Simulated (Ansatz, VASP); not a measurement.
# Cross-check of Ge (Germanium) between VASP and Ansatz

Aim: how closely do two programs agree when they are given the same cell, functional and k mesh? The cell is taken from a series of runs on this material, whose earlier steps may have relaxed, scaled, displaced or heated it; both programs get it as it stands.

Method: plane waves, with VASP 6.6.1 beside it; zone-centre phonons at LDA, in Ansatz 0.2.0.

## 1. The starting structure

The structure is cubic, space group Fd-3m (No. 227). The conventional cell has a = 5.594 Å, b = 5.594 Å, c = 5.594 Å, α = 90.00°, β = 90.00°, γ = 90.00°. Nearest to Ge lie 4 Ge at 2.42 Å.

## 2. VASP: zone-centre phonons, LDA

Second derivatives magnify differences that forces hide, and they need a tight electronic threshold.

Lines of VASP's logs that name or quote its potential files are left out, and so is its time.

The input, INCAR:

```
SYSTEM = Ge
PREC = Accurate
ENCUT = 500
EDIFF = 1E-08
NELM = 120
ISMEAR = 1
SIGMA = 0.2
LREAL = .FALSE.
ALGO = Normal
GGA = CA
NBANDS = 20
LORBIT = 11
LWAVE = .FALSE.
LCHARG = .FALSE.
ISIF = 2
IBRION = 8
LASPH = .TRUE.
GGA_COMPAT = .FALSE.
EFERMI = MIDGAP
KPAR = 2
```

The input, POSCAR:

```
Ge
1.0
    0.0000000000      2.7968077777      2.7968077777
    2.7968077777      0.0000000000      2.7968077777
    2.7968077777      2.7968077777      0.0000000000
Ge
2
Direct
    0.0000000000      0.0000000000      0.0000000000
    0.2500000000      0.2500000000      0.2500000000
```

The input, KPOINTS:

```
Automatic mesh
0
Gamma
16 16 16
0 0 0
```

Potentials, in the order of the species: Ge_d (LDA family, release 64).

Run with:

```sh
$ mpirun -np 2 vasp_std
```

Numbers of over 12 decimals in the logs are rounded to 6 here.

The log of the run:

```text
[banner, memory and clock lines left out]
running    2 mpi-ranks, on    1 nodes
 distrk:  each k-point on    1 cores,    2 groups
 distr:  one band on    1 cores,    1 groups

 POSCAR found type information on POSCAR Ge
 POSCAR found :  1 types and       2 ions
 LDA part: xc-table for (Slater(with rela. corr.)+CA(PZ))
 , standard interpolation
 POSCAR, INCAR and KPOINTS ok, starting setup
 FFT: planning ... GRIDC
 FFT: planning ... GRID_SOFT
 FFT: planning ... GRID
 WAVECAR not read
 entering main loop
       N       E                     dE             d eps       ncg     rms          rms(c)
DAV:   1     0.177200412157E+03    0.17720E+03   -0.14521E+04  6312   0.370E+03
DAV:   2     0.140611870917E+02   -0.16314E+03   -0.15893E+03  5828   0.587E+02
DAV:   3    -0.982125228204E+01   -0.23882E+02   -0.23734E+02  6560   0.142E+02
DAV:   4    -0.105660349408E+02   -0.74478E+00   -0.74428E+00  6512   0.292E+01
DAV:   5    -0.105782849097E+02   -0.12250E-01   -0.12250E-01  6548   0.404E+00    0.343E+00
DAV:   6    -0.104513604374E+02    0.12692E+00   -0.40444E-02  6424   0.167E+00    0.197E+00
DAV:   7    -0.103880145108E+02    0.63346E-01   -0.82455E-02  6112   0.213E+00    0.142E-01
DAV:   8    -0.103887339699E+02   -0.71946E-03   -0.58706E-03  6528   0.877E-01    0.433E-02
DAV:   9    -0.103887541916E+02   -0.20222E-04   -0.10579E-04  7412   0.124E-01    0.146E-02
DAV:  10    -0.103887508710E+02    0.33206E-05   -0.10646E-05  7852   0.450E-02    0.419E-03
DAV:  11    -0.103887505367E+02    0.33425E-06   -0.12499E-06  6320   0.818E-03    0.162E-03
DAV:  12    -0.103887505447E+02   -0.79945E-08   -0.55734E-08  7788   0.361E-03
   1 F= -.10388751E+02 E0= -.10388839E+02  d E =0.266409E-03
 Linear response reoptimize wavefunctions to high precision
DAV:   1    -0.103887505445E+02    0.18008E-09   -0.33040E-09  5072   0.607E-04
DAV:   2    -0.103887505446E+02   -0.41837E-10   -0.21138E-10  3768   0.174E-04
 Linear response DOF=           1
 Linear response progress:
  Degree of freedom:   1/  1
       N       E                     dE             d eps       ncg     rms          rms(c)
RMM:   1    -0.187981197255E+00   -0.18798E+00    0.86434E+00 30117   0.451E+01
RMM:   2    -0.195512252174E+00   -0.75311E-02   -0.13939E-02 40306   0.113E+00    0.773E-02
RMM:   3    -0.195584044742E+00   -0.71793E-04   -0.97839E-04 42862   0.322E-01    0.445E-02
RMM:   4    -0.195542680493E+00    0.41364E-04   -0.68775E-05 45563   0.826E-02    0.478E-03
RMM:   5    -0.195548460399E+00   -0.57799E-05    0.72513E-07 43838   0.189E-02    0.243E-03
RMM:   6    -0.195559492322E+00   -0.11032E-04    0.27631E-08 44457   0.516E-03    0.310E-04
RMM:   7    -0.195558745397E+00    0.74693E-06    0.23245E-07 45580   0.168E-03    0.192E-04
RMM:   8    -0.195558208942E+00    0.53645E-06   -0.27758E-08 46029   0.596E-04    0.389E-05
RMM:   9    -0.195558059889E+00    0.14905E-06   -0.65421E-08 46307   0.273E-04    0.163E-05
RMM:  10    -0.195558158290E+00   -0.98401E-07   -0.45326E-08 46361   0.138E-04    0.515E-06
RMM:  11    -0.195558169594E+00   -0.11304E-07   -0.21119E-08 46763   0.876E-05    0.256E-06
RMM:  12    -0.195558187140E+00   -0.17546E-07   -0.22760E-08 47260   0.643E-05    0.153E-06
RMM:  13    -0.195558202223E+00   -0.15084E-07   -0.13292E-08 46222   0.539E-05    0.159E-07
RMM:  14    -0.195558201127E+00    0.10960E-08   -0.67830E-09 38482   0.483E-05    0.175E-07
 first order change of Fermi-energy   0.71343E-04
 force on displaced ion       1 direction 1 : -11.855   0.000   0.000
 Linear response finished
```

OUTCAR, selected parts (step 2):

```text
ion  position               nearest neighbor table
   1  0.000  0.000  0.000-   2 2.42   2 2.42   2 2.42   2 2.42
   2  0.250  0.250  0.250-   1 2.42   1 2.42   1 2.42   1 2.42

  LATTYP: Found a face centered cubic cell.
 ALAT       =     5.5936155554

 Subroutine GETGRP returns: Found 48 space group operations
 (whereof 24 operations were pure point group operations)

The static configuration has the point symmetry T_d .
 The point group associated with its full space group is O_h .

 Found    145 irreducible k-points:

   k-points           NKPTS =    145   k-points in BZ     NKDIM =    145   number of bands    NBANDS=     20

   dimension x,y,z NGX =    30 NGY =   30 NGZ =   30
   dimension x,y,z NGXF=    60 NGYF=   60 NGZF=   60

   ENCUT  =  500.0 eV  36.75 Ry    6.06 a.u.   7.21  7.21  7.21*2*pi/ulx,y,z

   NELECT =      28.0000    total number of electrons

 k-points in reciprocal lattice and weights: Automatic mesh
   0.00000000  0.00000000  0.00000000       0.000
   0.06250000  0.00000000  0.00000000       0.002
   0.12500000  0.00000000  0.00000000       0.002
   0.18750000  0.00000000  0.00000000       0.002
   0.25000000  0.00000000  0.00000000       0.002
   0.31250000  0.00000000  0.00000000       0.002
   0.37500000  0.00000000  0.00000000       0.002
   0.43750000  0.00000000  0.00000000       0.002
   0.50000000  0.00000000  0.00000000       0.001
[...]
-0.31250000  0.50000000  0.18750000       0.003
  -0.25000000  0.50000000  0.25000000       0.001

 average (electrostatic) potential at core
       1 -75.1061       2 -75.1061

  Total        0.3279488      0.3279488      0.3279488      0.0000000      0.0000000     -0.0000000
  in kB       12.0087786     12.0087786     12.0087786      0.0000000      0.0000000     -0.0000000
  external PRESSURE =      12.0087786 kB  Pullay stress =       0.0000000 kB

  energy-cutoff  :      500.00
  volume of cell :       43.75
      direct lattice vectors                 reciprocal lattice vectors
     0.000000000  2.796807778  2.796807778    -0.178775247  0.178775247  0.178775247
     2.796807778  0.000000000  2.796807778     0.178775247 -0.178775247  0.178775247
     2.796807778  2.796807778  0.000000000     0.178775247  0.178775247 -0.178775247

 POSITION                                       TOTAL-FORCE (eV/Angst)
 -----------------------------------------------------------------------------------
      0.00000      0.00000      0.00000        -0.000000     -0.000000     -0.000000
      1.39840      1.39840      1.39840         0.000000      0.000000      0.000000
 -----------------------------------------------------------------------------------
    total drift:                                0.000000      0.000000      0.000000

 Eigenvectors and eigenvalues of the dynamical matrix
 ----------------------------------------------------

   1 f  =    8.933449 THz    56.130518 2PiTHz  297.987795 cm-1    36.945761 meV
             X         Y         Z           dx          dy          dz
      0.000000  0.000000  0.000000     0.000000   -0.707107    0.000000
      1.398404  1.398404  1.398404     0.000000    0.707107    0.000000

   2 f  =    8.933449 THz    56.130518 2PiTHz  297.987795 cm-1    36.945761 meV
             X         Y         Z           dx          dy          dz
      0.000000  0.000000  0.000000    -0.707107    0.000000    0.000000
      1.398404  1.398404  1.398404     0.707107    0.000000    0.000000

   3 f  =    8.933449 THz    56.130518 2PiTHz  297.987795 cm-1    36.945761 meV
             X         Y         Z           dx          dy          dz
      0.000000  0.000000  0.000000     0.000000    0.000000   -0.707107
      1.398404  1.398404  1.398404     0.000000    0.000000    0.707107

   4 f  =    0.000000 THz     0.000000 2PiTHz    0.000000 cm-1     0.000000 meV
             X         Y         Z           dx          dy          dz
      0.000000  0.000000  0.000000     0.707107    0.000000    0.000000
      1.398404  1.398404  1.398404     0.707107    0.000000    0.000000

   5 f  =    0.000000 THz     0.000000 2PiTHz    0.000000 cm-1     0.000000 meV
             X         Y         Z           dx          dy          dz
      0.000000  0.000000  0.000000     0.000000    0.707107    0.000000
      1.398404  1.398404  1.398404     0.000000    0.707107    0.000000

   6 f  =    0.000000 THz     0.000000 2PiTHz    0.000000 cm-1     0.000000 meV
             X         Y         Z           dx          dy          dz
      0.000000  0.000000  0.000000     0.000000    0.000000    0.707107
      1.398404  1.398404  1.398404     0.000000    0.000000    0.707107

 ELASTIC MODULI CONTR FROM IONIC RELAXATION (kBar)
 Direction    XX          YY          ZZ          XY          YZ          ZX
 --------------------------------------------------------------------------------
 XX          -0.0000      0.0000      0.0000     -0.0000      0.0000     -0.0000
 YY           0.0000     -0.0000     -0.0000     -0.0000     -0.0000      0.0000
 ZZ           0.0000     -0.0000     -0.0000      0.0000     -0.0000     -0.0000
 XY          -0.0000     -0.0000      0.0000   -242.3513     -0.0000      0.0000
 YZ           0.0000     -0.0000     -0.0000     -0.0000   -242.3513      0.0000
 ZX          -0.0000      0.0000     -0.0000      0.0000      0.0000   -242.3513
 --------------------------------------------------------------------------------
```

The gap is under twice the smearing width, so the edge states are partly filled and the run can't tell a small gap from a semimetal. Methfessel-Paxton smearing is not meant for a cell with a gap.

## 3. Ansatz: zone-centre phonons, LDA

Ansatz runs on its default PAW (the set named soft_2) files.

The same cell, functional (in two slightly different forms), mesh and smearing now go to Ansatz, which takes its cutoff from its data sets.

The input, input.yaml:

```yaml
crystal:
  lattice:
    - [0.0, 2.7968077777, 2.7968077777]
    - [2.7968077777, 0.0, 2.7968077777]
    - [2.7968077777, 2.7968077777, 0.0]
  atoms:
    - { symbol: Ge, position: [0.0, 0.0, 0.0] }
    - { symbol: Ge, position: [0.25, 0.25, 0.25] }
kpoints:
  mp_grid: { grid: [16, 16, 16] }
hamiltonian:
  xc: lda
scf:
  occupations: { method: methfessel_paxton, width: 0.2 }
output:
  eigenvalues: true
phonons:
  method: dfpt
```

Run with:

```sh
$ ansatz run input.yaml --threads 4 --pin off --max-ram 15360MiB --backend cpu --events-out ev --progress --plain --runs-dir out
```

The log of the run:

```text
zone centre: on kpoints.mp_grid the ground state, and the responses unless they are solved on pairs of k-points, stand on 349 of the mesh's 4096 k-points, reduced under 8 symmetry operations, with k and −k counted as one. Each operation leaves every solved displacement unchanged or reverses it
Engine: ansatz 0.2.0, x86_64-unknown-linux-gnu
Pseudopotentials: kind: paw
Pseudopotential: Ge, paw, valence charge 14, recommended cutoff 420 eV (normal), Ge.paw.azcp
Functional definition: SPW92
  exchange = slater_x
  correlation = pw_c
Crystal: 2 atoms, lattice volume = 43.754 Å³
Basis set: ecut = 420 eV, 869 PW (Γ), exchange–correlation on 64×64×64 points (8 copies of the dense FFT grid, shifted against one another)
Bands: 18, of which v1, the nominal top of the filled ones, is band 14 counted from 1 (13 counted from 0)
Symmetry: 48 space group operations
k-points: 349 of 4096 (irreducible under 8 space group operations, time reversal used)
Non-local potential: Ge, projectors of the file, l = 0: 2, l = 1: 2, l = 2: 3, l = 3: 1
PAW form: soft (Blöchl's): semilocal exchange-correlation on the pseudo side does not see the compensation charge
PAW frozen core: Ge, regenerated for the run's functional, and the local potential with it (the file was generated under x = pbe(κ = 0.804, μ = 0.219515), c = pbe(β = 0.066725))
PAW one-centre angular grid: Ge, 590 points (default); XC on 64 Gauss nodes
Initial density: superposition of atomic densities (neutral atoms: chi_scale 0, normalization atom), corrected by the library's trained network
Initial wavefunctions: pseudopotential atomic-orbital guess
Functional: x = slater, c = lda
SCF iter   1: F=—  HF=-8431.439919 eV  |F-HF|=—  |Δ(HF+E_count)|=         —  Δρ=4.95e-3  dr2=4.17e-3  ethr=1.77e-3  ⟨swp⟩=5.0  Hψ=26967  notcnv=0
preconditioner: auto → Kerker (q_TF=auto, 2.533 Å⁻¹)  [metal: Δε(μ)=0.115 eV  Ē_g=23.615 eV  σ=0.200 eV  W_gap=0.46  n_scr=14 (ndim 8)  ℏωp=29.7 eV  f_vac=0.067  D(μ)=0.03/eV (n_scr^D=0)]
SCF iter   2: F=—  HF=-8431.438126 eV  |F-HF|=—  |Δ(HF+E_count)|=   1.79e-3  S|Δr|=    0.00e0  Δρ=2.98e-3  dr2=1.56e-3  ethr=1.49e-5  ⟨swp⟩=1.7  Hψ=9918  notcnv=0
SCF iter   3: F=—  HF=-8431.437991 eV  |F-HF|=—  |Δ(HF+E_count)|=   1.35e-4  S|Δr|=    0.00e0  Δρ=5.69e-4  dr2=9.57e-5  ethr=5.59e-6  ⟨swp⟩=2.0  Hψ=9690  notcnv=0
SCF iter   4: F=—  HF=-8431.437977 eV  |F-HF|=—  |Δ(HF+E_count)|=   1.45e-5  S|Δr|=    0.00e0  Δρ=2.68e-4  dr2=1.88e-5  ethr=3.42e-7  ⟨swp⟩=2.0  Hψ=11170  notcnv=0
SCF iter   5: F=—  HF=-8431.437947 eV  |F-HF|=—  |Δ(HF+E_count)|=   3.01e-5  S|Δr|=    0.00e0  Δρ=1.74e-4  dr2=7.85e-6  ethr=6.73e-8  ⟨swp⟩=2.0  Hψ=11169  notcnv=0
SCF iter   6: F=—  HF=-8431.437946 eV  |F-HF|=—  |Δ(HF+E_count)|=   8.97e-7  S|Δr|=    0.00e0  Δρ=3.50e-5  dr2=6.47e-7  ethr=2.80e-8  ⟨swp⟩=2.0  Hψ=10499  notcnv=0
SCF iter   7: F=—  HF=-8431.437945 eV  |F-HF|=—  |Δ(HF+E_count)|=   5.39e-7  S|Δr|=    0.00e0  Δρ=1.92e-5  dr2=1.15e-7  ethr=2.31e-9  ⟨swp⟩=2.0  Hψ=7179  notcnv=0
SCF iter   8: F=—  HF=-8431.437945 eV  |F-HF|=—  |Δ(HF+E_count)|=   8.99e-8  S|Δr|=    0.00e0  Δρ=5.50e-6  dr2=6.59e-9  ethr=4.11e-10  ⟨swp⟩=2.0  Hψ=11168  notcnv=0
SCF iter   9: F=—  HF=-8431.437945 eV  |F-HF|=—  |Δ(HF+E_count)|=   6.60e-9  S|Δr|=    0.00e0  Δρ=1.03e-6  dr2=2.09e-10  ethr=2.35e-11  ⟨swp⟩=2.0  Hψ=10641  notcnv=0
SCF iter  10: F=-8431.437945 eV  HF=-8431.437945 eV  |F-HF|=1.82e-12  |Δ(HF+E_count)|=  2.02e-10  S|Δr|=    0.00e0  Δρ=4.31e-8  dr2=5.26e-13  ethr=1.00e-12  ⟨swp⟩=3.9  Hψ=29056  notcnv=0
SCF 1 converged in 10 iterations: F = -8431.437945 eV  dr2 = 5.26e-13
  greatest PAW one-centre occupation: 0.998 electrons in one spin orbital (limit 2), on the Ge atom at site 1 (counted from 0), in its partial waves of l = 2
DFPT response loops at Γ: preconditioner auto → Kerker (q_TF=auto, 2.533 Å⁻¹) (partly filled bands, converged f_vac=0.048); β = 1.00, the filter's whole step (`scf.mixing.beta` (0.50) is not read by the response loops under this deck's `scf.mixing.preconditioner`; to damp them name `kerker` or `kerker_dos`, under which they read `scf.mixing.beta`, and type it under 1.00, their step now; both keys bind the ground state too); Broyden in place of MSR1
SCF converged after 10 iterations
Stability not checked: this state was not tested for a lower state beside it, because cold or Methfessel-Paxton smearing, or corrected tetrahedra, fill the levels in a way that the test cannot read (fill_not_monotonic; see scf.lower_state_search)
Free energy (F): -8431.437945 eV
Harris-Foulkes:  -8431.437945 eV  (|F-HF|=1.82e-12)
Internal energy: -8431.438175 eV  (E = F + TS)
E sigma→0 (E₀):  -8431.438002 eV
Entropy (-TS):   0.000230 eV (0.115 meV/atom)
Fermi energy:    8.770887 eV
Step filling:    the computed levels leave a gap of 0.1238 eV = 0.6 smearing widths at the electron count; against every level under it full and every level over it empty, smearing changes F+E_penalty+E_count by +0.136 meV and its σ→0 estimate by +0.079 meV
--- Per-component energies (eV) ---
  E_band       = -298.747454
  E_kinetic    = 225.022670
  E_local      = -4902.197851  (includes V_loc(G=0)·N_el)
  E_nonlocal   = 843.690720
  E_hartree    = 2150.213834
  E_xc         = -151.095943
  E_vxc        = -131.147224  (∫ρ·V_xc dr)
  E_paw        = -3882.910694  (= ΣΔE_a)
  E_vpaw       = -634.543946  (= ΣTr[D̂ρ^β])
  E_aug_tail   = 0.000521  (compensation charges beyond the density's cutoff)
  E_ewald      = -2717.978084
  E_core_change = 3.816652  (= ΣΔE_core)
  E_smearing   = 0.000230  (= −TS)
  E_closure    = -0.000000  (closes the sum)
  Σ components = -8431.437945   (vs F -8431.437945, Δ=0.00e0)
--- Band table (eV; the first three rows and the last of 349) ---
  k-point 0: bands = [... 10 lower, -4.3623, 8.7203, 8.7203, 8.7203, 8.8441, 11.2627, 11.2627, 11.2627]
  k-point 1: bands = [... 10 lower, -4.3130, 7.6003, 8.6168, 8.6168, 9.6123, 11.3992, 11.3992, 11.4787]
  k-point 2: bands = [... 10 lower, -4.1660, 6.3362, 8.3692, 8.3692, 9.7870, 11.7280, 11.7280, 12.2408]
  k-point 348: bands = [... 10 lower, -0.2446, -0.2446, 4.6395, 4.6395, 13.0979, 13.0979, 13.3931, 13.3931]
--- Phonons (Γ-DFPT): 1 representative perturbation + reference, on 349 of 4096 k-points (Σ response iterations 3) ---
  k mesh reduced under 8 symmetry operations, with k and −k counted as one. Each operation leaves every solved displacement unchanged or reverses it
  ASR residual: 1.601e-5 → 0.000e0 eV/Å²; symmetrization residual: 3.961e-13 eV/Å²
  ASR residual per site (eV/Å²): 1.60e-5 1.60e-5
  Γ frequencies (cm⁻¹): 0.00 0.00 0.00 295.52 295.52 295.52
  non-analytic LO–TO correction: not included (Born effective charges unavailable; polar crystals: no LO–TO splitting at Γ)
```

## 4. Side by side

Known differences besides the potentials themselves: the two LDA forms differ slightly; the cutoff is 420 eV in Ansatz and 500 eV in VASP; VASP's log shows a relativistic correction to its local exchange, Ansatz's none. Total energies have different zeros and are not compared.

The two programs side by side:

| quantity | Ansatz | VASP | difference |
| --- | --- | --- | --- |
| optical mode 1 to 3 (cm⁻¹) | 295.5 | 298.0 | -0.83 % |

Modes are paired by rising frequency, not by their patterns, so a pair may set unlike modes beside each other; they are those without the splitting of longitudinal modes.

## 5. Summary of results

| Quantity | Value |
| --- | --- |
| r.m.s. difference of the optical zone-centre modes, each program's sorted by frequency (zone-centre phonons, LDA) | 2.5 cm⁻¹ |
| difference in optical mode 1 to 3 (zone-centre phonons, LDA) | -0.8 % |

What this shows: The r.m.s. difference of the optical zone-centre modes, each program's sorted by frequency is 2.5 cm⁻¹ (zone-centre phonons, LDA). Among the rows given in per cent, the largest difference of the zone-centre phonons, LDA pair is in optical mode 1 to 3, -0.8 %. Such differences can come from data sets, numerical settings and the points named under the comparisons, not from the functional's error against experiment.

[Lines on the potential files, build, host, timing and source positions are cut from VASP's logs without a mark.]

[Logs are printed without paths, hosts, clocks, repeated set-up lines and the standing remarks that a program may print on its own settings, such as how far it seeks lower states.]

[Hosts, paths, dates, database ids (printed as entryN), source tags and the programs' standing remarks are cut or masked in the printed files.]
